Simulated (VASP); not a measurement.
Output of a VASP run:

### OSZICAR
```
...
RMM:   2    -0.967503657604E+03   -0.30442E-04   -0.38573E-04  1232   0.386E-02    0.164E-02
RMM:   3    -0.967503657356E+03    0.24757E-06   -0.48493E-05   908   0.111E-02    0.925E-03
RMM:   4    -0.967503656940E+03    0.41636E-06   -0.11071E-05   719   0.510E-03
  64 F= -.96750366E+03 E0= -.96750366E+03  d E =-.777041E-04  mag=     1.0000
       N       E                     dE             d eps       ncg     rms          rms(c)
DAV:   1    -0.967503656766E+03    0.58992E-06   -0.13031E-04  1312   0.235E-02    0.393E-03
RMM:   2    -0.967503657226E+03   -0.45976E-06   -0.47570E-06   680   0.425E-03    0.230E-03
RMM:   3    -0.967503657258E+03   -0.31774E-07   -0.51061E-07   315   0.133E-03    0.139E-03
RMM:   4    -0.967503657275E+03   -0.16938E-07   -0.14745E-07   225   0.127E-03
  65 F= -.96750366E+03 E0= -.96750366E+03  d E =-.780390E-04  mag=     1.0000
       N       E                     dE             d eps       ncg     rms          rms(c)
DAV:   1    -0.967503680251E+03   -0.22993E-04   -0.13063E-02  1232   0.242E-01    0.322E-02
RMM:   2    -0.967503703397E+03   -0.23146E-04   -0.27676E-04  1232   0.326E-02    0.131E-02
RMM:   3    -0.967503703691E+03   -0.29345E-06   -0.33707E-05   826   0.937E-03    0.752E-03
RMM:   4    -0.967503703548E+03    0.14235E-06   -0.78965E-06   715   0.421E-03
  66 F= -.96750370E+03 E0= -.96750370E+03  d E =-.462737E-04  mag=     1.0000
       N       E                     dE             d eps       ncg     rms          rms(c)
DAV:   1    -0.967503704009E+03   -0.31809E-06   -0.85138E-05  1312   0.189E-02    0.310E-03
RMM:   2    -0.967503704318E+03   -0.30881E-06   -0.31661E-06   671   0.349E-03    0.184E-03
RMM:   3    -0.967503704335E+03   -0.17644E-07   -0.28382E-07   228   0.109E-03    0.108E-03
RMM:   4    -0.967503704343E+03   -0.71814E-08   -0.49060E-08   157   0.113E-03
  67 F= -.96750370E+03 E0= -.96750370E+03  d E =-.470678E-04  mag=     1.0000
       N       E                     dE             d eps       ncg     rms          rms(c)
DAV:   1    -0.967503731011E+03   -0.26675E-04   -0.84464E-03  1240   0.195E-01    0.251E-02
RMM:   2    -0.967503746272E+03   -0.15261E-04   -0.17849E-04  1232   0.262E-02    0.102E-02
RMM:   3    -0.967503746415E+03   -0.14310E-06   -0.19825E-05   753   0.749E-03    0.582E-03
RMM:   4    -0.967503746417E+03   -0.23865E-08   -0.56500E-06   692   0.344E-03
  68 F= -.96750375E+03 E0= -.96750375E+03  d E =-.420750E-04  mag=     1.0000
       N       E                     dE             d eps       ncg     rms          rms(c)
DAV:   1    -0.967503746890E+03   -0.47532E-06   -0.41133E-05  1296   0.128E-02    0.224E-03
RMM:   2    -0.967503747048E+03   -0.15747E-06   -0.16178E-06   600   0.261E-03    0.137E-03
RMM:   3    -0.967503747048E+03   -0.36380E-09   -0.46299E-08   145   0.887E-04    0.723E-04
RMM:   4    -0.967503747051E+03   -0.30268E-08   -0.27535E-08   129   0.940E-04
  69 F= -.96750375E+03 E0= -.96750375E+03  d E =-.427087E-04  mag=     1.0000
       N       E                     dE             d eps       ncg     rms          rms(c)
DAV:   1    -0.967503766261E+03   -0.19213E-04   -0.62386E-03  1232   0.167E-01    0.213E-02
RMM:   2    -0.967503777211E+03   -0.10950E-04   -0.13242E-04  1232   0.225E-02    0.862E-03
RMM:   3    -0.967503777090E+03    0.12134E-06   -0.13438E-05   709   0.644E-03    0.502E-03
RMM:   4    -0.967503777103E+03   -0.12878E-07   -0.47513E-06   673   0.309E-03
  70 F= -.96750378E+03 E0= -.96750378E+03  d E =-.300516E-04  mag=     1.0000
```

OUTCAR:
```
------------------------ aborting loop because EDIFF is reached ----------------------------------------
  FORCE on cell =-STRESS in cart. coord.  units (eV):
  Direction    XX          YY          ZZ          XY          YZ          ZX
  --------------------------------------------------------------------------------------
  Total      -13.3110562      5.5648268      6.2334425      0.4095387     -1.0585747      0.4509855
  in kB      -20.5442087      8.5887221      9.6206599      0.6320798     -1.6337982      0.6960485
  external PRESSURE =      -0.7782756 kB  Pullay stress =       0.0000000 kB
  volume of cell :     1038.09
      direct lattice vectors                 reciprocal lattice vectors
    10.125377583  0.000000000  0.000000000     0.098761749  0.000000000  0.000000000
     0.000000000 10.125377583  0.000000000     0.000000000  0.098761749  0.000000000
     0.000000000  0.000000000 10.125377583     0.000000000  0.000000000  0.098761749
 POSITION                                       TOTAL-FORCE (eV/Angst)
 -----------------------------------------------------------------------------------
      5.04388      0.01329      0.01311        -0.003369      0.002345      0.002712
      7.61817      2.54496     10.11719        -0.003833     -0.000576     -0.001997
      7.62022     10.11229      2.54654         0.001817      0.008234     -0.000337
      0.02624      0.02091      0.02088         0.000587     -0.009104     -0.001277
      2.54934      2.53885     10.12136        -0.001694      0.000921      0.001551
      5.06314      5.06233     10.10328        -0.008787      0.006744     -0.010321
      7.58918      7.61100      0.00827        -0.009370      0.004955     -0.006757
      2.54945     10.11921      2.53888         0.006391     -0.002793      0.003253
      5.17880      2.45897      2.46728        -0.005639     -0.004494     -0.003041
      7.58079      5.08247      2.53530         0.004881      0.001992      0.000338
      5.06476     10.10147      5.06317         0.007094      0.002964      0.000460
      7.58174      2.53430      5.08473         0.001724     -0.003649     -0.003916
      7.59069      0.00787      7.61323         0.000032     -0.001476      0.002339
     10.12139      5.02971     10.09835         0.001209      0.002151     -0.004342
      2.53569      7.60048     10.10404         0.004706      0.003348      0.004100
     10.11073      2.54742      2.55155        -0.001785      0.005908      0.003067
      2.44774      5.12381      2.45482        -0.002649     -0.004063     -0.002166
      5.08346      7.56883      2.51915         0.006400     -0.002617      0.000896
     10.12312     10.09634      5.03219        -0.000113     -0.001186     -0.008442
      2.45008      2.45491      5.12579        -0.004135      0.004290     -0.000764
      5.12914      5.13274      5.13272         0.000343     -0.008589     -0.006465
      7.62402      7.61206      5.08692         0.001912      0.005154     -0.000066
      2.53483     10.10368      7.60190         0.000872      0.001079      0.003231
      5.08360      2.51847      7.56953         0.008303      0.019272     -0.006136
      7.62436      5.08607      7.61385        -0.004224     -0.001902     -0.001626
     10.11211      7.60806      2.50398        -0.010947     -0.013020      0.012731
      0.00004      5.06346      5.06333        -0.025733     -0.002355      0.009122
      2.54303      7.56360      5.05119         0.011601      0.002855      0.005569
     10.11263      2.50544      7.60932         0.004284     -0.013010      0.007131
      2.54303      5.05076      7.56447         0.001032      0.001032      0.002793
      5.08070      7.61542      7.61612         0.003034      0.003805      0.002964
      0.01087      7.61405      7.61472         0.009608     -0.013004      0.002764
      6.34552      1.13463      1.13547        -0.000651     -0.000098     -0.001195
      8.74984      3.64315      3.64266        -0.003157      0.000081      0.000589
      8.83802      3.96366      1.12559        -0.001371      0.000007      0.001317
      1.29583      6.50305      3.61177         0.001439     -0.003508      0.005987
      8.84151      1.12668      3.96767         0.000873      0.000015     -0.000485
      1.29770      3.61339      6.50473        -0.002692     -0.000324      0.002667
      1.31490      1.12554      1.12539        -0.000031     -0.002626     -0.004051
      3.77076      3.97154      1.10301         0.001768      0.001651     -0.000128
      6.35589      6.46856      3.69568        -0.002964      0.000660      0.001864
      6.30979      6.18304      1.14338        -0.000531      0.000962      0.002246
      8.84611      8.72050      3.65521         0.005918     -0.000703      0.002516
      8.84802      9.01847      1.11561         0.001175      0.000115     -0.001205
      1.29927      1.41133      3.64771        -0.003624     -0.000864     -0.001501
      3.77707      1.10686      3.97212        -0.001830     -0.000224      0.000302
      6.35776      3.69749      6.47443        -0.002060      0.000038      0.000955
      6.19389      3.89778      3.90540        -0.001383     -0.000542      0.000067
      8.87129      6.48522      6.48806         0.000435      0.000120     -0.000101
      8.82150      6.17798      3.95810         0.000766     -0.000906      0.003681
      1.32438      8.67408      6.47662         0.003090      0.000551     -0.002974
      6.30991      1.14559      6.18221        -0.002158      0.000206      0.000536
      8.84550      3.65596      8.72063         0.002613      0.001883      0.000523
      8.82318      3.95575      6.17769         0.001389      0.000796     -0.001790
      1.32570      6.47410      8.67224        -0.001209      0.003136     -0.001683
      8.84660      1.11698      9.02336        -0.001632      0.001751     -0.002761
...
```
(Selected blocks of OUTCAR.)

File POSCAR:
```
Hf32FO63
1
   10.1253775828     0.0000000000     0.0000000000
    0.0000000000    10.1253775828    -0.0000000000
   -0.0000000000    -0.0000000000    10.1253775828
Hf O F
32 63 1
Direct
  0.4975413563   0.9979857394   0.9989798850
  0.7520726398   0.2503259400   0.9977053644
  0.7502233280   0.9986556130   0.2510764868
  0.9995339879   0.9966772768   0.9976706997
  0.2499143638   0.2491684918   0.0017743609
  0.4986309096   0.5012592723   0.0008470049
  0.7513670348   0.7480989289   0.0007535729
  0.2514655429   0.9980500643   0.2517611235
  0.5070265393   0.2421799368   0.2374260423
  0.7478607868   0.4986250429   0.2530171605
  0.4998463942   0.0039258233   0.5016472343
  0.7487206263   0.2500471320   0.4963361027
  0.7490010871   0.9993697178   0.7504147416
  0.0002888326   0.4989499680   0.9972031750
  0.2509256197   0.7491260161   0.9967759351
  0.0032415154   0.2489834900   0.2483393530
  0.2377529947   0.5098691891   0.2434286513
  0.5000269601   0.7455141838   0.2485984700
  0.9982910085   0.9991643354   0.5005124854
  0.2412913661   0.2389799646   0.5070463168
  0.5093397189   0.5061047670   0.5091548925
  0.7510977175   0.7532735774   0.5003297267
  0.2487330976   0.9973082941   0.7519070329
  0.4969430684   0.2497968797   0.7483505832
  0.7515797585   0.4995103078   0.7532274256
  0.9964502170   0.7532566861   0.2472810498
  0.9998644079   0.4995863928   0.4989741594
  0.2536078307   0.7483066464   0.4964594312
  0.9980610138   0.2498673715   0.7508535767
  0.2496900621   0.4974054508   0.7455968636
  0.5011052137   0.7518331178   0.7514166788
  0.0007286217   0.7524482085   0.7521173966
  0.6328243228   0.1138475037   0.1137200115
  0.8723935141   0.3704327201   0.3702191900
  0.8736418463   0.3784874607   0.1206195824
  0.1237088484   0.6337477008   0.3644488540
  0.8751455710   0.1199463305   0.3788695458
  0.1259989293   0.3625987848   0.6314707424
  0.1349543588   0.1300583024   0.1308274014
  0.3735924566   0.3811548067   0.1255318831
  0.6263028219   0.6300296703   0.3752485469
  0.6149746591   0.6093165479   0.1269252291
  0.8751288718   0.8717977827   0.3710753448
  0.8731885530   0.8792310460   0.1210114808
  0.1224475390   0.1282741612   0.3780784209
  0.3746227120   0.1261377322   0.3790705308
  0.6271089682   0.3755659200   0.6320921113
  0.6186504962   0.3793409681   0.3795325473
  0.8810903194   0.6276192825   0.6295374184
  0.8752611121   0.6212145508   0.3802386025
  0.1271992736   0.8632680472   0.6287295901
  0.6152240128   0.1276460274   0.6102402955
  0.8760727488   0.3705373806   0.8710134199
  0.8774416511   0.3795425228   0.6219823601
  0.1279160567   0.6281390965   0.8624159545
  0.8735675991   0.1194401826   0.8798272981
  0.1226589198   0.3793511769   0.1297065608
  0.1184754328   0.6273294073   0.1154500515
  0.3774923453   0.8689833925   0.3696727608
  0.3753478418   0.8808109553   0.1203403264
  0.6263711842   0.1294059835   0.3611493912
  0.1318709587   0.3805338333   0.3795055678
  0.3821145358   0.6318204504   0.6320539829
  0.3737660276   0.6140209885   0.3820711808
  0.6232175438   0.8771269112   0.6297217682
  0.6260464172   0.8797121372   0.3814595707
  0.8677360852   0.1300958402   0.6289966471
  0.1202280825   0.1133919143   0.6266660349
  0.3744231501   0.3688600158   0.8662253941
  0.3757145979   0.3807649412   0.6122166446
  0.6243503933   0.6295077146   0.8760826390
  0.6310412581   0.6264401401   0.6269771297
  0.8761199989   0.8714869147   0.8722055301
  0.8744700641   0.8790234262   0.6226894102
  0.1248370536   0.1286016024   0.8778596582
  0.3747267243   0.1187337676   0.8809588916
  0.6270255895   0.3633420134   0.1285370004
  0.6255622900   0.3810977472   0.8795484645
  0.8672617194   0.6283876514   0.1328199511
  0.8754843580   0.6219046030   0.8802379800
  0.1245638034   0.8765297892   0.1295080318
  0.1266307347   0.8814811642   0.3788941452
  0.3676331749   0.1307873614   0.6328000567
  0.1326685433   0.6112264584   0.6104920419
  0.3756492624   0.8702433908   0.8700242508
  0.3754922914   0.8816472161   0.6201020691
  0.6232482477   0.1321348808   0.8616017096
  0.1249901413   0.3790530468   0.8796610110
  0.3669885646   0.6327245585   0.1328498214
  0.3763057681   0.6196546946   0.8808186555
  0.6238395859   0.8611319958   0.1322524403
  0.6273129188   0.8803360165   0.8801361477
  0.8836543627   0.1293716030   0.1305231808
  0.1251668944   0.8787667777   0.8786160184
  0.3846795807   0.1284602610   0.1280742813
  0.3753106897   0.3719619021   0.3692102574
```

Task: Reconstruct the remaining input files.

Result: Several could match; the one computed here: the input of the run itself, PBE GGA, plane waves, VASP's PBE PAW potentials (set 64).

### KPOINTS
```
Automatic mesh
0
Gamma
1 1 1
0 0 0
```

INCAR:
```
ALGO=Fast
EDIFF=1E-5
EDIFFG=-0.03
ENCUT=400
GGA=PE
IBRION=2
ISIF=2
ISMEAR=0
ISPIN=2
ISYM=0
LASPH=.TRUE.
LCHARG=.FALSE.
LMAXMIX=6
LORBIT=10
LREAL=Auto
LWAVE=.FALSE.
MAGMOM=96*0.0104
NELM=100
NELMIN=4
NSW=120
NUPDOWN=1
PREC=Normal
SIGMA=0.05
SYSTEM=Hf32FO63
```

POTCAR, in this order: Hf O F (PBE.64 set). Program: vasp_gam.

At this cut-off the stress carries a Pulay error, which pulls relaxed volumes low. The supercell is sampled at Γ alone, which is coarse: total energies, pressure and levels can be off, energies of defects by several tenths of an eV.

The cell is a supercell with a defect, built from HfO2 (fluorite, the high-temperature cubic form, which is unstable at 0 K; the monoclinic form is the stable one): F_O.
